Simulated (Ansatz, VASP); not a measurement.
# LiH in two plane-wave programs, part 2 of 2

Wanted: the spread between two codes on one cell, functional and k mesh. The cell is taken from a series of runs on this material, whose earlier steps may have relaxed, scaled, displaced or heated it; both programs get it as it stands.

VASP 6.6.1 and Ansatz 0.2.0.

So far: The structure; Ansatz: zone-centre phonons, LDA.

**3. VASP: zone-centre phonons, LDA**

Level of this step: LDA; plane waves and PAW (Li_sv, H) (VASP).

The same cell, functional (in two slightly different forms) and mesh now go to VASP, with its own data sets.

Lines of VASP's logs that name or quote its potential files are left out, and so is its time.

Contents of INCAR:

```
SYSTEM = LiH
PREC = Accurate
ENCUT = 750
EDIFF = 1E-08
NELM = 120
ISMEAR = 0
SIGMA = 0.01
LREAL = .FALSE.
ALGO = Normal
GGA = CA
NBANDS = 8
LORBIT = 11
LWAVE = .FALSE.
LCHARG = .FALSE.
ISIF = 2
IBRION = 8
LEPSILON = .TRUE.
LASPH = .TRUE.
GGA_COMPAT = .FALSE.
EFERMI = MIDGAP
KPAR = 2
```

Contents of POSCAR:

```
LiH
1.0
    0.0000000000      1.9641876165      1.9641876165
    1.9641876165      0.0000000000      1.9641876165
    1.9641876165      1.9641876165      0.0000000000
Li H
1 1
Direct
    0.0000000000      0.0000000000      0.0000000000
    0.5000000000      0.5000000000      0.5000000000
```

Contents of KPOINTS:

```
Automatic mesh
0
Gamma
12 12 12
0 0 0
```

Potentials, in the order of the species: Li_sv and H (LDA family, release 64).

Started as:

```sh
> mpirun -np 2 vasp_std
```

Log:

```text
[banner, memory and clock lines left out]
running    2 mpi-ranks, on    1 nodes
 distrk:  each k-point on    1 cores,    2 groups
 distr:  one band on    1 cores,    1 groups

 POSCAR found type information on POSCAR LiH
 POSCAR found :  2 types and       2 ions
 LDA part: xc-table for (Slater(with rela. corr.)+CA(PZ))
 , standard interpolation
 POSCAR, INCAR and KPOINTS ok, starting setup
 FFT: planning ... GRIDC
 FFT: planning ... GRID_SOFT
 FFT: planning ... GRID
 WAVECAR not read
 entering main loop
       N       E                     dE             d eps       ncg     rms          rms(c)
DAV:   1    -0.202563776345E+01   -0.20256E+01   -0.18238E+03  1168   0.576E+02
DAV:   2    -0.669030005577E+01   -0.46647E+01   -0.44034E+01  1632   0.538E+01
DAV:   3    -0.675328385075E+01   -0.62984E-01   -0.62984E-01  1360   0.601E+00
DAV:   4    -0.675367203668E+01   -0.38819E-03   -0.38819E-03  1784   0.420E-01
DAV:   5    -0.675367270480E+01   -0.66812E-06   -0.66812E-06  1496   0.929E-03    0.285E+00
DAV:   6    -0.656068088863E+01    0.19299E+00   -0.17398E-01  1352   0.135E+00    0.141E+00
DAV:   7    -0.649519149482E+01    0.65489E-01   -0.21005E-01  1560   0.162E+00    0.205E-01
DAV:   8    -0.649591061632E+01   -0.71912E-03   -0.30530E-03  1280   0.415E-01    0.461E-02
DAV:   9    -0.649584474715E+01    0.65869E-04   -0.23321E-04  1680   0.670E-02    0.415E-03
DAV:  10    -0.649584445094E+01    0.29621E-06   -0.45051E-06  1352   0.178E-02    0.276E-03
DAV:  11    -0.649584449681E+01   -0.45868E-07   -0.80870E-08  1816   0.162E-03    0.289E-04
DAV:  12    -0.649584449351E+01    0.32982E-08   -0.27456E-09  1120   0.437E-04
   1 F= -.64958445E+01 E0= -.64958445E+01  d E =0.000000E+00
 Linear response reoptimize wavefunctions to high precision
DAV:   1    -0.649584449392E+01   -0.41410E-09   -0.24183E-09  1656   0.224E-04
DAV:   2    -0.649584449393E+01   -0.40075E-11   -0.40162E-11   736   0.596E-05
 Linear response G [H, r] |phi>, progress :
  Direction:   1
       N       E                     dE             d eps       ncg     rms
RMM:   1    -0.844401126300E+01   -0.84440E+01    0.60247E+02  1475   0.210E+02
RMM:   2    -0.129200271236E+02   -0.44760E+01   -0.52722E+00  2514   0.138E+01
RMM:   3    -0.130600956528E+02   -0.14007E+00   -0.50134E-01  2687   0.292E+00
RMM:   4    -0.130675351528E+02   -0.74395E-02   -0.13023E-02  2633   0.504E-01
RMM:   5    -0.130679490617E+02   -0.41391E-03   -0.74272E-04  2626   0.119E-01
RMM:   6    -0.130679734005E+02   -0.24339E-04   -0.52222E-05  2600   0.316E-02
RMM:   7    -0.130679752481E+02   -0.18476E-05   -0.26435E-06  2670   0.963E-03
RMM:   8    -0.130679753763E+02   -0.12821E-06   -0.25027E-06  2647   0.342E-03
RMM:   9    -0.130679754179E+02   -0.41582E-07   -0.78569E-06  2583   0.135E-03
RMM:  10    -0.130679753973E+02    0.20608E-07   -0.76249E-06  2452   0.591E-04
RMM:  11    -0.130679754356E+02   -0.38241E-07   -0.68424E-06  2238   0.302E-04
RMM:  12    -0.130679753753E+02    0.60287E-07   -0.92267E-07  1966   0.187E-04
RMM:  13    -0.130679753675E+02    0.77663E-08    0.13171E-08  1758   0.143E-04
 Linear response G [H, r] |phi>, progress :
  Direction:   2
       N       E                     dE             d eps       ncg     rms
RMM:   1    -0.688929889152E+01   -0.68893E+01    0.89456E+02  1432   0.262E+02
RMM:   2    -0.110398509854E+02   -0.41506E+01   -0.62569E+00  2481   0.149E+01
RMM:   3    -0.111664498118E+02   -0.12660E+00   -0.58108E-01  2678   0.326E+00
RMM:   4    -0.111751775120E+02   -0.87277E-02   -0.15484E-02  2626   0.516E-01
RMM:   5    -0.111756207287E+02   -0.44322E-03   -0.12861E-03  2645   0.139E-01
RMM:   6    -0.111756527253E+02   -0.31997E-04   -0.60912E-05  2631   0.355E-02
RMM:   7    -0.111756552287E+02   -0.25034E-05   -0.65778E-06  2671   0.122E-02
RMM:   8    -0.111756554526E+02   -0.22391E-06   -0.15462E-06  2661   0.388E-03
RMM:   9    -0.111756554673E+02   -0.14684E-07    0.51948E-06  2561   0.154E-03
RMM:  10    -0.111756554638E+02    0.34966E-08   -0.13157E-05  2433   0.617E-04
RMM:  11    -0.111756554683E+02   -0.45342E-08   -0.32345E-06  2196   0.298E-04
RMM:  12    -0.111756554433E+02    0.25002E-07    0.77868E-07  1939   0.157E-04
RMM:  13    -0.111756554385E+02    0.48691E-08    0.27897E-06  1769   0.107E-04
RMM:  14    -0.111756554384E+02    0.39430E-10    0.35439E-06  1589   0.858E-05
RMM:  15    -0.111756554384E+02   -0.15726E-10    0.34527E-06  1456   0.784E-05
RMM:  16    -0.111756554384E+02   -0.10374E-11    0.35029E-06  1363   0.763E-05
RMM:  17    -0.111756554384E+02    0.33239E-10    0.34868E-06  1328   0.759E-05
RMM:  18    -0.111756554384E+02    0.25810E-10    0.33787E-06  1290   0.757E-05
 Linear response G [H, r] |phi>, progress :
  Direction:   3
       N       E                     dE             d eps       ncg     rms
RMM:   1    -0.910336068741E+01   -0.91034E+01    0.78298E+02  1499   0.243E+02
RMM:   2    -0.152053304264E+02   -0.61020E+01   -0.49806E+00  2330   0.143E+01
[...]
RMM:  12    -0.997160323449E-01    0.11593E-07   -0.11064E-06  1459   0.265E-05
RMM:  13    -0.997160259630E-01    0.63820E-08   -0.30450E-07  1335   0.228E-05
RMM:  14    -0.997160143192E-01    0.11644E-07   -0.67186E-09  1255   0.216E-05
RMM:  15    -0.997160145215E-01   -0.20231E-09    0.39096E-12  1174   0.213E-05
[...]
Linear response to external field, progress :
  Direction:   1
       N       E                     dE             d eps       ncg     rms          rms(c)
RMM:   1    -0.153235277612E+00   -0.15324E+00   -0.36633E-01  5804   0.330E+00
RMM:   2    -0.169295639709E+00   -0.16060E-01   -0.72054E-03  5648   0.688E-01    0.513E-01
RMM:   3    -0.170292336240E+00   -0.99670E-03   -0.32842E-03  5688   0.334E-01    0.302E-01
RMM:   4    -0.181588587149E+00   -0.11296E-01   -0.19466E-03  5364   0.259E-01    0.188E-02
RMM:   5    -0.182484074937E+00   -0.89549E-03   -0.24630E-04  5938   0.793E-02    0.739E-03
RMM:   6    -0.182454418526E+00    0.29656E-04   -0.22805E-05  5903   0.200E-02    0.137E-03
RMM:   7    -0.182435957978E+00    0.18461E-04   -0.11172E-05  6122   0.603E-03    0.346E-04
RMM:   8    -0.182427912376E+00    0.80456E-05   -0.18242E-05  6216   0.200E-03    0.584E-05
RMM:   9    -0.182425529064E+00    0.23833E-05   -0.15687E-05  6180   0.730E-04    0.190E-05
RMM:  10    -0.182425809301E+00   -0.28024E-06   -0.19783E-05  5259   0.205E-04    0.208E-06
 change of polarisation eV/A/(eV/A) component  1 :     0.333    -0.056    -0.040
 dielectric tensor                  component  1 :     4.982    -0.666    -0.479
 Linear response to external field, progress :
  Direction:   2
       N       E                     dE             d eps       ncg     rms          rms(c)
RMM:   1    -0.153235279333E+00   -0.15324E+00   -0.36633E-01  5829   0.330E+00
RMM:   2    -0.169295665911E+00   -0.16060E-01   -0.72057E-03  5665   0.688E-01    0.513E-01
RMM:   3    -0.170292358190E+00   -0.99669E-03   -0.32834E-03  5722   0.334E-01    0.302E-01
RMM:   4    -0.181588680321E+00   -0.11296E-01   -0.19456E-03  5393   0.259E-01    0.188E-02
RMM:   5    -0.182483473638E+00   -0.89479E-03   -0.24617E-04  5962   0.793E-02    0.739E-03
RMM:   6    -0.182454322773E+00    0.29151E-04   -0.22486E-05  5915   0.200E-02    0.137E-03
RMM:   7    -0.182436064919E+00    0.18258E-04    0.23722E-06  6118   0.601E-03    0.344E-04
RMM:   8    -0.182427861542E+00    0.82034E-05   -0.23034E-05  6207   0.202E-03    0.582E-05
RMM:   9    -0.182425633683E+00    0.22279E-05   -0.20284E-05  6202   0.717E-04    0.205E-05
RMM:  10    -0.182425848890E+00   -0.21521E-06   -0.17902E-05  5252   0.251E-04    0.363E-06
 change of polarisation eV/A/(eV/A) component  2 :    -0.035     0.333    -0.002
 dielectric tensor                  component  2 :    -0.414     4.982    -0.024
 Linear response to external field, progress :
  Direction:   3
       N       E                     dE             d eps       ncg     rms          rms(c)
RMM:   1    -0.153235279370E+00   -0.15324E+00   -0.36633E-01  5833   0.330E+00
RMM:   2    -0.169295665934E+00   -0.16060E-01   -0.72057E-03  5671   0.688E-01    0.513E-01
RMM:   3    -0.170292358723E+00   -0.99669E-03   -0.32835E-03  5718   0.334E-01    0.302E-01
RMM:   4    -0.181588689699E+00   -0.11296E-01   -0.19458E-03  5393   0.259E-01    0.188E-02
RMM:   5    -0.182483564532E+00   -0.89487E-03   -0.24619E-04  5959   0.793E-02    0.739E-03
RMM:   6    -0.182454329010E+00    0.29236E-04   -0.22697E-05  5937   0.200E-02    0.137E-03
RMM:   7    -0.182435983264E+00    0.18346E-04   -0.14786E-06  6126   0.600E-03    0.346E-04
RMM:   8    -0.182427910437E+00    0.80728E-05   -0.20336E-05  6215   0.200E-03    0.588E-05
RMM:   9    -0.182425417343E+00    0.24931E-05   -0.23006E-05  6177   0.713E-04    0.197E-05
RMM:  10    -0.182425809309E+00   -0.39197E-06   -0.19212E-05  5282   0.242E-04    0.282E-06
 change of polarisation eV/A/(eV/A) component  3 :    -0.006    -0.020     0.333
 dielectric tensor                  component  3 :    -0.067    -0.236     4.982
 Linear response DOF=           2
 Linear response progress:
  Degree of freedom:   1/  2
       N       E                     dE             d eps       ncg     rms          rms(c)
RMM:   1    -0.168486672050E+00   -0.16849E+00    0.54209E+00  3255   0.224E+01
RMM:   2    -0.176090152770E+00   -0.76035E-02   -0.15679E-02  4535   0.120E+00    0.524E-02
RMM:   3    -0.176128065137E+00   -0.37912E-04   -0.87635E-04  5429   0.222E-01    0.258E-02
RMM:   4    -0.176088676105E+00    0.39389E-04   -0.97259E-05  5538   0.664E-02    0.474E-03
RMM:   5    -0.176087768217E+00    0.90789E-06   -0.41319E-06  5813   0.138E-02    0.838E-04
RMM:   6    -0.176096722802E+00   -0.89546E-05   -0.30448E-07  5714   0.315E-03    0.509E-04
RMM:   7    -0.176106943851E+00   -0.10221E-04   -0.53130E-09  5536   0.110E-03    0.159E-04
RMM:   8    -0.176105982261E+00    0.96159E-06    0.34008E-08  5890   0.418E-04    0.249E-05
RMM:   9    -0.176105570478E+00    0.41178E-06   -0.19486E-07  6016   0.156E-04    0.393E-06
RMM:  10    -0.176105591609E+00   -0.21132E-07    0.51547E-09  6388   0.712E-05    0.301E-06
RMM:  11    -0.176105637796E+00   -0.46187E-07   -0.16559E-08  6134   0.356E-05    0.275E-07
RMM:  12    -0.176105641793E+00   -0.39964E-08   -0.23114E-08  5555   0.238E-05    0.615E-08
 first order change of Fermi-energy   0.47479E-03
 force on displaced ion       1 direction 1 :  -1.308   0.000   0.000
 Born effective charge ion    1 direction 1 :   1.027   0.000   0.000
 Linear response progress:
  Degree of freedom:   2/  2
       N       E                     dE             d eps       ncg     rms          rms(c)
RMM:   1    -0.154303500834E-01   -0.15430E-01   -0.58694E-03  5648   0.583E-01
RMM:   2    -0.157827367039E-01   -0.35239E-03   -0.46322E-04  5337   0.955E-02    0.101E-01
RMM:   3    -0.162285318345E-01   -0.44580E-03   -0.60898E-05  5187   0.366E-02    0.587E-02
RMM:   4    -0.171887872900E-01   -0.96026E-03   -0.36417E-05  4882   0.337E-02    0.166E-03
RMM:   5    -0.172013544702E-01   -0.12567E-04   -0.17307E-06  5630   0.684E-03    0.894E-04
RMM:   6    -0.171977572750E-01    0.35972E-05   -0.15118E-07  5661   0.171E-03    0.776E-05
RMM:   7    -0.171983818973E-01   -0.62462E-06   -0.85540E-09  5917   0.431E-04    0.591E-05
RMM:   8    -0.171976221970E-01    0.75970E-06   -0.95968E-09  5962   0.129E-04    0.604E-06
RMM:   9    -0.171976004747E-01    0.21722E-07   -0.45358E-08  6132   0.419E-05    0.404E-06
RMM:  10    -0.171975266775E-01    0.73797E-07   -0.56140E-08  6082   0.166E-05    0.217E-07
RMM:  11    -0.171975295545E-01   -0.28770E-08   -0.22583E-08  5582   0.755E-06    0.216E-07
 first order change of Fermi-energy  -0.10989E-02
 force on displaced ion       2 direction 1 :  -1.297   0.000   0.000
 Born effective charge ion    2 direction 1 :  -1.028   0.000   0.000
 Born effective charges drift removed
 Linear response finished
```

From OUTCAR (step 3):

```text
ion  position               nearest neighbor table
   1  0.000  0.000  0.000-
   2  0.500  0.500  0.500-

  LATTYP: Found a face centered cubic cell.
 ALAT       =     3.9283752330

 Subroutine GETGRP returns: Found 48 space group operations
 (whereof 48 operations were pure point group operations)

The static configuration has the point symmetry O_h .

 Found     72 irreducible k-points:

   k-points           NKPTS =     72   k-points in BZ     NKDIM =     72   number of bands    NBANDS=      8

   dimension x,y,z NGX =    28 NGY =   28 NGZ =   28
   dimension x,y,z NGXF=    56 NGYF=   56 NGZF=   56

   ENCUT  =  750.0 eV  55.12 Ry    7.42 a.u.   6.20  6.20  6.20*2*pi/ulx,y,z

   NELECT =       4.0000    total number of electrons

 k-points in reciprocal lattice and weights: Automatic mesh
   0.00000000  0.00000000  0.00000000       0.001
   0.08333333  0.00000000  0.00000000       0.005
   0.16666667  0.00000000  0.00000000       0.005
   0.25000000  0.00000000  0.00000000       0.005
   0.33333333  0.00000000  0.00000000       0.005
   0.41666667  0.00000000  0.00000000       0.005
   0.50000000  0.00000000  0.00000000       0.002
   0.08333333  0.08333333  0.00000000       0.003
   0.16666667  0.08333333  0.00000000       0.014
[...]
-0.33333333  0.50000000  0.16666667       0.007
  -0.25000000  0.50000000  0.25000000       0.003

 average (electrostatic) potential at core
       1 -65.6703       2 -33.3811

  Total       -0.0720441     -0.0720441     -0.0720441      0.0000000      0.0000000      0.0000000
  in kB       -7.6160583     -7.6160583     -7.6160583      0.0000000      0.0000000      0.0000000
  external PRESSURE =      -7.6160583 kB  Pullay stress =       0.0000000 kB

  energy-cutoff  :      750.00
  volume of cell :       15.16
      direct lattice vectors                 reciprocal lattice vectors
     0.000000000  1.964187617  1.964187617    -0.254558167  0.254558167  0.254558167
     1.964187617  0.000000000  1.964187617     0.254558167 -0.254558167  0.254558167
     1.964187617  1.964187617  0.000000000     0.254558167  0.254558167 -0.254558167

 POSITION                                       TOTAL-FORCE (eV/Angst)
 -----------------------------------------------------------------------------------
      0.00000      0.00000      0.00000         0.000000     -0.000000      0.000000
      1.96419      1.96419      1.96419        -0.000000      0.000000     -0.000000
 -----------------------------------------------------------------------------------
    total drift:                                0.000000      0.000000      0.000000

 MACROSCOPIC STATIC DIELECTRIC TENSOR (including local field effects in DFT)
 ------------------------------------------------------
           4.981518    -0.000000     0.000000
          -0.000000     4.981518     0.000000
           0.000000    -0.000000     4.981518
 ------------------------------------------------------

 PIEZOELECTRIC TENSOR (including local field effects)  for field in x, y, z        (C/m^2)
          XX          YY          ZZ          XY          YZ          ZX
  --------------------------------------------------------------------------------
  x     0.00000     0.00000     0.00000     0.00000     0.00000     0.00000
  y     0.00000     0.00000     0.00000     0.00000     0.00000     0.00000
  z     0.00000     0.00000     0.00000     0.00000     0.00000     0.00000

 BORN EFFECTIVE CHARGES (including local field effects) (in |e|, cummulative output)
 ---------------------------------------------------------------------------------
 ion    1
    1     1.02758     0.00000     0.00000
    2     0.00000     1.02758     0.00000
    3    -0.00000     0.00000     1.02758
 ion    2
    1    -1.02758    -0.00000    -0.00000
    2    -0.00000    -1.02758    -0.00000
    3     0.00000    -0.00000    -1.02758

 Eigenvectors and eigenvalues of the dynamical matrix
 ----------------------------------------------------

   1 f  =   19.041259 THz   119.639761 2PiTHz  635.148047 cm-1    78.748286 meV
             X         Y         Z           dx          dy          dz
      0.000000  0.000000  0.000000    -0.354602    0.000000   -0.000000
      1.964188  1.964188  1.964188     0.935017    0.000000   -0.000000

   2 f  =   19.041259 THz   119.639761 2PiTHz  635.148047 cm-1    78.748286 meV
             X         Y         Z           dx          dy          dz
      0.000000  0.000000  0.000000     0.000000   -0.354602   -0.000000
      1.964188  1.964188  1.964188    -0.000000    0.935017   -0.000000

   3 f  =   19.041259 THz   119.639761 2PiTHz  635.148047 cm-1    78.748286 meV
             X         Y         Z           dx          dy          dz
      0.000000  0.000000  0.000000     0.000000    0.000000   -0.354602
      1.964188  1.964188  1.964188     0.000000    0.000000    0.935017

   4 f/i=    0.025844 THz     0.162386 2PiTHz    0.862078 cm-1     0.106884 meV
             X         Y         Z           dx          dy          dz
      0.000000  0.000000  0.000000     0.163491    0.623212   -0.677595
      1.964188  1.964188  1.964188     0.062003    0.236351   -0.256975

   5 f/i=    0.025844 THz     0.162386 2PiTHz    0.862078 cm-1     0.106884 meV
             X         Y         Z           dx          dy          dz
      0.000000  0.000000  0.000000     0.880394    0.095352    0.300121
      1.964188  1.964188  1.964188     0.333886    0.036162    0.113820

   6 f/i=    0.025844 THz     0.162386 2PiTHz    0.862078 cm-1     0.106884 meV
             X         Y         Z           dx          dy          dz
      0.000000  0.000000  0.000000    -0.269138    0.690487    0.570132
      1.964188  1.964188  1.964188    -0.102070    0.261865    0.216220

 MACROSCOPIC STATIC DIELECTRIC TENSOR IONIC CONTRIBUTION
 ------------------------------------------------------
           9.680670     0.000000    -0.000000
           0.000000     9.680670     0.000000
          -0.000000     0.000000     9.680670
 ------------------------------------------------------

 ELASTIC MODULI CONTR FROM IONIC RELAXATION (kBar)
 Direction    XX          YY          ZZ          XY          YZ          ZX
 --------------------------------------------------------------------------------
 XX           0.0000      0.0000      0.0000      0.0000      0.0000      0.0000
 YY           0.0000      0.0000      0.0000      0.0000      0.0000      0.0000
 ZZ           0.0000      0.0000      0.0000      0.0000      0.0000      0.0000
 XY           0.0000      0.0000      0.0000      0.0000      0.0000      0.0000
 YZ           0.0000      0.0000      0.0000      0.0000      0.0000      0.0000
 ZX           0.0000      0.0000      0.0000      0.0000      0.0000      0.0000
 --------------------------------------------------------------------------------

 PIEZOELECTRIC TENSOR IONIC CONTR  for field in x, y, z        (C/m^2)
          XX          YY          ZZ          XY          YZ          ZX
  --------------------------------------------------------------------------------
  x     0.00000     0.00000     0.00000     0.00000     0.00000     0.00000
  y     0.00000     0.00000     0.00000     0.00000     0.00000     0.00000
  z     0.00000     0.00000     0.00000     0.00000     0.00000     0.00000
```

**4. Comparison**

Known differences besides the potentials themselves: the two LDA forms differ slightly; fixed occupations in Ansatz, narrow Gaussian smearing in VASP; VASP's run holds the zone centre alone; VASP's response is taken on the typed mesh, Ansatz refines its own for the field response alone; the cutoff is 420 eV in Ansatz and 750 eV in VASP; VASP's log shows a relativistic correction to its local exchange, Ansatz's none. Total energies have different zeros and are not compared.

Both answers:

```
                                     quantity  Ansatz   VASP  difference
                                        ε∞ xx    4.94   4.98     -0.76 %
                                        ε∞ yy    4.94   4.98     -0.76 %
                                        ε∞ zz    4.94   4.98     -0.76 %
Born charge of Li1 (mean of the diagonal) (e)    1.03   1.03        0.00
 Born charge of H2 (mean of the diagonal) (e)   -1.03  -1.03        0.00
                   optical mode 1 to 3 (cm⁻¹)   633.6  635.1     -0.24 %
```

Modes are paired by rising frequency, not by their patterns, so a pair may set unlike modes beside each other; they are those without the splitting of longitudinal modes.

**5. Results**

| Quantity | Value |
| --- | --- |
| r.m.s. difference of the optical zone-centre modes, each program's sorted by frequency (zone-centre phonons, LDA) | 1.5 cm⁻¹ |
| difference in ε∞ xx (zone-centre phonons, LDA) | -0.8 % |

In words: The r.m.s. difference of the optical zone-centre modes, each program's sorted by frequency is 1.5 cm⁻¹ (zone-centre phonons, LDA). Among the rows given in per cent, the largest difference of the zone-centre phonons, LDA pair is in ε∞ xx, -0.8 %. Such differences can come from data sets, numerical settings and the points named under the comparisons, not from the functional's error against experiment.

[Lines on the potential files, build, host, timing and source positions are cut from VASP's logs without a mark.]

[Logs are printed without paths, hosts, clocks, repeated set-up lines and the standing remarks that a program may print on its own settings, such as how far it seeks lower states.]

[Hosts, paths, dates, database ids (printed as entryN), source tags and the programs' standing remarks are cut or masked in the printed files.]
